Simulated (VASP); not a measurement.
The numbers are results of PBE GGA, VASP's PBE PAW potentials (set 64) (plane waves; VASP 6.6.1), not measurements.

VASP input:

INCAR:
```
SYSTEM  =  KZnF3
PREC  =  Accurate; ENCUT  =  520; LREAL  =  .FALSE.
LASPH  =  .TRUE.
EDIFF  =  1E-8; NELM  =  100; ALGO  =  Normal
LMAXMIX  =  4
ISMEAR  =  0; SIGMA  =  0.01
GGA  =  PE
IBRION  =  8; NSW  =  1
LWAVE  =  .FALSE.; LCHARG  =  .FALSE.
LEPSILON  =  .TRUE.
```

### KPOINTS
```
Automatic mesh
0
Gamma
6 6 6
0 0 0
```

**POSCAR**
```
KZnF3
1
    4.1288031458     0.0000000000     0.0000000000
    0.0000000000     4.1288031458     0.0000000000
    0.0000000000     0.0000000000     4.1288031458
K Zn F
1 1 3
Direct
  0.0000000000   0.0000000000   0.0000000000
  0.5000000000   0.5000000000   0.5000000000
  0.5000000000   0.0000000000   0.5000000000
  0.0000000000   0.5000000000   0.5000000000
  0.5000000000   0.5000000000   0.0000000000
```

POTCAR, in this order: K_sv Zn F (PBE.64 set). Program: vasp_std.

Output of the run:

File OSZICAR:
```
...
       N       E                     dE             d eps       ncg     rms          rms(c)
RMM:   1    -0.267831383003E+00   -0.26783E+00   -0.60132E-01  3459   0.414E+00
RMM:   2    -0.274466769161E+00   -0.66354E-02   -0.26800E-02  3547   0.102E+00    0.851E-01
RMM:   3    -0.267235816263E+00    0.72310E-02   -0.21211E-02  3354   0.715E-01    0.453E-01
RMM:   4    -0.275501982747E+00   -0.82662E-02   -0.99600E-03  3370   0.579E-01    0.141E-01
RMM:   5    -0.282065003057E+00   -0.65630E-02   -0.25270E-03  3737   0.259E-01    0.268E-02
RMM:   6    -0.282478366311E+00   -0.41336E-03   -0.44610E-04  3777   0.798E-02    0.241E-02
RMM:   7    -0.283113922586E+00   -0.63556E-03   -0.99157E-05  3696   0.449E-02    0.944E-03
RMM:   8    -0.282961204828E+00    0.15272E-03   -0.27201E-05  3828   0.225E-02    0.301E-03
RMM:   9    -0.282996369224E+00   -0.35164E-04   -0.85824E-06  4166   0.984E-03    0.202E-03
RMM:  10    -0.283000009850E+00   -0.36406E-05   -0.57046E-07  3977   0.417E-03    0.155E-03
RMM:  11    -0.283005513885E+00   -0.55040E-05   -0.13649E-06  3878   0.242E-03    0.246E-04
RMM:  12    -0.283008327182E+00   -0.28133E-05   -0.18797E-07  3660   0.132E-03    0.407E-05
RMM:  13    -0.283008598631E+00   -0.27145E-06   -0.12584E-07  3192   0.747E-04    0.390E-05
RMM:  14    -0.283008955746E+00   -0.35711E-06    0.16775E-08  2952   0.494E-04    0.145E-05
RMM:  15    -0.283009006040E+00   -0.50294E-07    0.57513E-09  2714   0.370E-04    0.217E-05
RMM:  16    -0.283008947591E+00    0.58449E-07   -0.55541E-09  2396   0.302E-04    0.219E-05
RMM:  17    -0.283009058793E+00   -0.11120E-06   -0.88928E-09  2282   0.269E-04    0.323E-06
 Linear response DOF=           4
 Linear response progress:
  Degree of freedom:   1/  4
       N       E                     dE             d eps       ncg     rms          rms(c)
RMM:   1    -0.312266678422E+00   -0.31227E+00    0.15674E-01  3462   0.234E+00
RMM:   2    -0.315433793593E+00   -0.31671E-02   -0.35467E-02  3280   0.608E-01    0.413E-02
RMM:   3    -0.316731027545E+00   -0.12972E-02   -0.22755E-03  3678   0.185E-01    0.236E-02
RMM:   4    -0.316957861855E+00   -0.22683E-03   -0.70573E-04  3855   0.648E-02    0.232E-02
RMM:   5    -0.317002985681E+00   -0.45124E-04   -0.98828E-05  4029   0.251E-02    0.233E-02
RMM:   6    -0.316961629367E+00    0.41356E-04   -0.15379E-05  3676   0.169E-02    0.186E-02
RMM:   7    -0.317029689327E+00   -0.68060E-04   -0.29405E-06  3814   0.662E-03    0.108E-02
RMM:   8    -0.317031949988E+00   -0.22607E-05   -0.45010E-07  4052   0.242E-03    0.965E-03
RMM:   9    -0.317046403418E+00   -0.14453E-04   -0.27412E-07  3886   0.185E-03    0.499E-03
RMM:  10    -0.317061551630E+00   -0.15148E-04    0.92270E-08  3977   0.121E-03    0.188E-03
RMM:  11    -0.317063868057E+00   -0.23164E-05   -0.44063E-07  4137   0.512E-04    0.979E-04
RMM:  12    -0.317064335778E+00   -0.46772E-06   -0.18824E-07  4058   0.304E-04    0.480E-04
RMM:  13    -0.317064777451E+00   -0.44167E-06   -0.19339E-07  4159   0.201E-04    0.175E-04
RMM:  14    -0.317065021992E+00   -0.24454E-06   -0.11557E-07  4251   0.128E-04    0.734E-05
RMM:  15    -0.317065189590E+00   -0.16760E-06   -0.28890E-08  4229   0.986E-05    0.207E-05
RMM:  16    -0.317065265744E+00   -0.76154E-07   -0.42363E-08  4188   0.841E-05    0.681E-06
RMM:  17    -0.317065245029E+00    0.20714E-07   -0.24871E-08  3559   0.764E-05    0.661E-07
RMM:  18    -0.317065242945E+00    0.20844E-08   -0.12818E-08  3327   0.728E-05    0.370E-07
 Linear response progress:
  Degree of freedom:   2/  4
       N       E                     dE             d eps       ncg     rms          rms(c)
RMM:   1    -0.213378861544E+00   -0.21338E+00   -0.44418E-03  2878   0.265E+00
RMM:   2    -0.213100485260E+00    0.27838E-03   -0.65237E-03  2843   0.616E-01    0.137E-01
RMM:   3    -0.212493961898E+00    0.60652E-03   -0.65597E-04  3268   0.121E-01    0.810E-02
RMM:   4    -0.211560746046E+00    0.93322E-03   -0.12331E-04  3340   0.695E-02    0.720E-03
RMM:   5    -0.211480159856E+00    0.80586E-04   -0.10656E-05  3714   0.135E-02    0.287E-03
RMM:   6    -0.211446223901E+00    0.33936E-04   -0.27474E-06  3758   0.712E-03    0.690E-04
RMM:   7    -0.211445689648E+00    0.53425E-06   -0.61605E-07  3888   0.258E-03    0.236E-04
RMM:   8    -0.211445066606E+00    0.62304E-06   -0.17641E-07  3927   0.121E-03    0.943E-05
RMM:   9    -0.211445163603E+00   -0.96997E-07   -0.32911E-07  4091   0.554E-04    0.566E-05
RMM:  10    -0.211445185103E+00   -0.21500E-07   -0.88323E-08  4114   0.305E-04    0.190E-05
RMM:  11    -0.211445200468E+00   -0.15365E-07    0.37365E-08  4242   0.176E-04    0.864E-06
RMM:  12    -0.211445206166E+00   -0.56975E-08   -0.19626E-08  4164   0.117E-04    0.216E-06
 Linear response progress:
  Degree of freedom:   3/  4
       N       E                     dE             d eps       ncg     rms          rms(c)
RMM:   1    -0.539918279490E+00   -0.53992E+00    0.77469E-01  5694   0.391E+00
RMM:   2    -0.536780459774E+00    0.31378E-02   -0.63888E-03  4905   0.602E-01    0.900E-02
RMM:   3    -0.538128474147E+00   -0.13480E-02   -0.71525E-04  5039   0.150E-01    0.509E-02
RMM:   4    -0.539852507574E+00   -0.17240E-02   -0.27911E-04  4725   0.947E-02    0.995E-03
RMM:   5    -0.539887507196E+00   -0.35000E-04   -0.42421E-05  5984   0.261E-02    0.301E-03
RMM:   6    -0.539840142464E+00    0.47365E-04   -0.66792E-06  6002   0.888E-03    0.961E-04
RMM:   7    -0.539847493804E+00   -0.73513E-05   -0.12870E-06  6257   0.364E-03    0.382E-04
RMM:   8    -0.539840756133E+00    0.67377E-05   -0.21474E-07  6301   0.162E-03    0.196E-04
RMM:   9    -0.539840709024E+00    0.47109E-07    0.63577E-07  6524   0.802E-04    0.405E-05
RMM:  10    -0.539841249314E+00   -0.54029E-06    0.19047E-08  6611   0.395E-04    0.318E-05
RMM:  11    -0.539841339761E+00   -0.90447E-07    0.29463E-08  6745   0.225E-04    0.842E-06
RMM:  12    -0.539841247639E+00    0.92122E-07    0.34570E-09  6758   0.153E-04    0.234E-06
RMM:  13    -0.539841227798E+00    0.19841E-07    0.37005E-08  6582   0.120E-04    0.460E-06
RMM:  14    -0.539841227980E+00   -0.18259E-09   -0.73210E-10  6381   0.103E-04    0.108E-06
 Linear response progress:
  Degree of freedom:   4/  4
       N       E                     dE             d eps       ncg     rms          rms(c)
RMM:   1    -0.537853175248E+00   -0.53785E+00    0.10627E+00  3606   0.416E+00
RMM:   2    -0.534435916717E+00    0.34173E-02   -0.10713E-02  2930   0.814E-01    0.140E-01
RMM:   3    -0.535820487032E+00   -0.13846E-02   -0.12323E-03  3072   0.199E-01    0.747E-02
RMM:   4    -0.537266724965E+00   -0.14462E-02   -0.44234E-04  3027   0.118E-01    0.152E-02
RMM:   5    -0.537317657399E+00   -0.50932E-04   -0.58162E-05  3702   0.321E-02    0.427E-03
RMM:   6    -0.537263762454E+00    0.53895E-04   -0.11332E-05  3683   0.113E-02    0.604E-04
RMM:   7    -0.537272067642E+00   -0.83052E-05   -0.25876E-06  3919   0.427E-03    0.321E-04
RMM:   8    -0.537270537062E+00    0.15306E-05   -0.67028E-07  3965   0.203E-03    0.112E-04
RMM:   9    -0.537272107052E+00   -0.15700E-05   -0.36998E-07  3908   0.973E-04    0.490E-05
RMM:  10    -0.537271414178E+00    0.69287E-06   -0.24601E-07  4046   0.515E-04    0.124E-05
RMM:  11    -0.537271287278E+00    0.12690E-06   -0.11020E-07  4165   0.287E-04    0.112E-05
RMM:  12    -0.537271274345E+00    0.12933E-07    0.16605E-08  4094   0.197E-04    0.279E-06
RMM:  13    -0.537271244937E+00    0.29408E-07   -0.78934E-08  4064   0.150E-04    0.969E-07
RMM:  14    -0.537271242709E+00    0.22274E-08   -0.52115E-08  3718   0.128E-04    0.640E-07
 Linear response finished
```

### OUTCAR
```
------------------------ aborting loop because EDIFF is reached ----------------------------------------

 HEAD OF MICROSCOPIC STATIC DIELECTRIC TENSOR (INDEPENDENT PARTICLE, excluding Hartree and local field effects)
 ------------------------------------------------------
           2.426130     0.000000    -0.000000
           0.000000     2.426130    -0.000000
           0.000000     0.000000     2.426130
 ------------------------------------------------------

 MACROSCOPIC STATIC DIELECTRIC TENSOR (including local field effects in DFT)
 ------------------------------------------------------
           2.352212     0.000000    -0.000000
           0.000000     2.352212    -0.000000
           0.000000     0.000000     2.352212
 ------------------------------------------------------

 PIEZOELECTRIC TENSOR (including local field effects)  for field in x, y, z        (e  Angst)
          XX          YY          ZZ          XY          YZ          ZX
  --------------------------------------------------------------------------------
  x     0.00000     0.00000     0.00000     0.00000     0.00000     0.00000
  y     0.00000     0.00000     0.00000     0.00000     0.00000     0.00000
  z     0.00000     0.00000     0.00000     0.00000     0.00000     0.00000

 PIEZOELECTRIC TENSOR (including local field effects)  for field in x, y, z        (C/m^2)
          XX          YY          ZZ          XY          YZ          ZX
  --------------------------------------------------------------------------------
  x     0.00000     0.00000     0.00000     0.00000     0.00000     0.00000
  y     0.00000     0.00000     0.00000     0.00000     0.00000     0.00000
  z     0.00000     0.00000     0.00000     0.00000     0.00000     0.00000

 BORN EFFECTIVE CHARGES (including local field effects) (in |e|, cummulative output)
 ---------------------------------------------------------------------------------
 ion    1
    1     1.18706    -0.00000    -0.00000
    2     0.00000     1.18706    -0.00000
    3     0.00000     0.00000     1.18706
 ion    2
    1     2.32430    -0.00000     0.00000
    2    -0.00000     2.32430     0.00000
    3    -0.00000     0.00000     2.32430
 ion    3
    1    -0.89595     0.00000     0.00000
    2     0.00000    -1.71946     0.00000
    3     0.00000     0.00000    -0.89595
 ion    4
    1    -1.71946     0.00000     0.00000
    2     0.00000    -0.89595    -0.00000
    3     0.00000     0.00000    -0.89595
 ion    5
    1    -0.89595     0.00000     0.00000
    2    -0.00000    -0.89595     0.00000
    3     0.00000     0.00000    -1.71946

   1 f  =   11.653451 THz    73.220794 2PiTHz  388.717293 cm-1    48.194780 meV
             X         Y         Z           dx          dy          dz
      0.000000  0.000000  0.000000    -0.002306    0.000164   -0.000000
      2.064402  2.064402  2.064402    -0.285967    0.020353    0.000000
      2.064402  0.000000  2.064402    -0.190618   -0.065251    0.000000
      0.000000  2.064402  2.064402     0.916792    0.013567   -0.000000
      2.064402  2.064402  0.000000    -0.190618    0.013567    0.000000

   2 f  =   11.653451 THz    73.220794 2PiTHz  388.717293 cm-1    48.194780 meV
             X         Y         Z           dx          dy          dz
      0.000000  0.000000  0.000000    -0.000164   -0.002306    0.000000
      2.064402  2.064402  2.064402    -0.020353   -0.285967    0.000000
      2.064402  0.000000  2.064402    -0.013567    0.916792    0.000000
      0.000000  2.064402  2.064402     0.065251   -0.190618   -0.000000
      2.064402  2.064402  0.000000    -0.013567   -0.190618    0.000000

   3 f  =   11.653451 THz    73.220794 2PiTHz  388.717293 cm-1    48.194780 meV
             X         Y         Z           dx          dy          dz
      0.000000  0.000000  0.000000    -0.000000   -0.000000   -0.002312
      2.064402  2.064402  2.064402     0.000000    0.000000   -0.286691
      2.064402  0.000000  2.064402     0.000000   -0.000000   -0.191100
      0.000000  2.064402  2.064402    -0.000000    0.000000   -0.191100
      2.064402  2.064402  0.000000     0.000000    0.000000    0.919111

   4 f  =    5.206990 THz    32.716480 2PiTHz  173.686475 cm-1    21.534369 meV
             X         Y         Z           dx          dy          dz
      0.000000  0.000000  0.000000     0.021928   -0.082337    0.012441
      2.064402  2.064402  2.064402    -0.165195    0.620297   -0.093724
      2.064402  0.000000  2.064402     0.136103   -0.019240    0.077219
      0.000000  2.064402  2.064402     0.005124   -0.511060    0.077219
      2.064402  2.064402  0.000000     0.136103   -0.511060    0.002907

   5 f  =    5.206990 THz    32.716480 2PiTHz  173.686475 cm-1    21.534369 meV
             X         Y         Z           dx          dy          dz
      0.000000  0.000000  0.000000    -0.083266   -0.021825    0.002318
      2.064402  2.064402  2.064402     0.627298    0.164421   -0.017464
      2.064402  0.000000  2.064402    -0.516828   -0.005100    0.014388
      0.000000  2.064402  2.064402    -0.019457   -0.135466    0.014388
      2.064402  2.064402  0.000000    -0.516828   -0.135466    0.000542

   6 f  =    5.206990 THz    32.716480 2PiTHz  173.686475 cm-1    21.534369 meV
             X         Y         Z           dx          dy          dz
      0.000000  0.000000  0.000000     0.000937   -0.012620   -0.085175
      2.064402  2.064402  2.064402    -0.007056    0.095075    0.641680
      2.064402  0.000000  2.064402     0.005813   -0.002949   -0.528677
      0.000000  2.064402  2.064402     0.000219   -0.078332   -0.528677
      2.064402  2.064402  0.000000     0.005813   -0.078332   -0.019903

   7 f  =    4.255003 THz    26.734974 2PiTHz  141.931630 cm-1    17.597271 meV
             X         Y         Z           dx          dy          dz
      0.000000  0.000000  0.000000     0.000000    0.000000   -0.000000
      2.064402  2.064402  2.064402    -0.000000    0.000000   -0.000000
      2.064402  0.000000  2.064402     0.453564   -0.000000    0.090669
      0.000000  2.064402  2.064402    -0.000000    0.534845   -0.090669
      2.064402  2.064402  0.000000    -0.453564   -0.534845    0.000000

   8 f  =    4.255003 THz    26.734974 2PiTHz  141.931630 cm-1    17.597271 meV
...
```
(Selected blocks of OUTCAR.)

The compound is KZnF3 in the cubic perovskite structure. It was relaxed first, which changed the volume by +6 %.
